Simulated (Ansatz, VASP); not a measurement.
VCd: VASP beside Ansatz

```
CELL_PARAMETERS angstrom
2.75154 0.00000 0.00000
0.00000 2.75154 0.00000
0.00000 0.00000 4.44030
ATOMIC_POSITIONS crystal
V 0.00000 0.00000 0.00000
Cd 0.50000 0.50000 0.50000
```

Alike in both runs: functional PBE; k mesh 14 × 14 × 10; occupations gaussian, width 0.1 eV; no spin polarisation.

Ansatz relaxed the structure, and its values are those at the end. VASP's run is a single point on that final structure, the one shown.

```csv
,VASP,Ansatz
version,VASP 6.6.1,Ansatz 0.2.0
potentials or method,"VASP PAW PBE potentials, release 64 (V_sv, Cd)","scalar-relativistic, plane waves, PAW"
plane-wave cutoff (eV),520,420
valence electrons in the cell,25,33
```

|  | VASP | Ansatz | Ansatz less VASP |
| --- | --- | --- | --- |
| gap on the k mesh at the Fermi level (eV) | none | none | - |
| pressure (GPa) | 0.7 | 0.0 | -0.67 |

A gap of «none» marks a metal or a gap that the smearing closes. The two sets of potentials don't hold the same shells in valence.
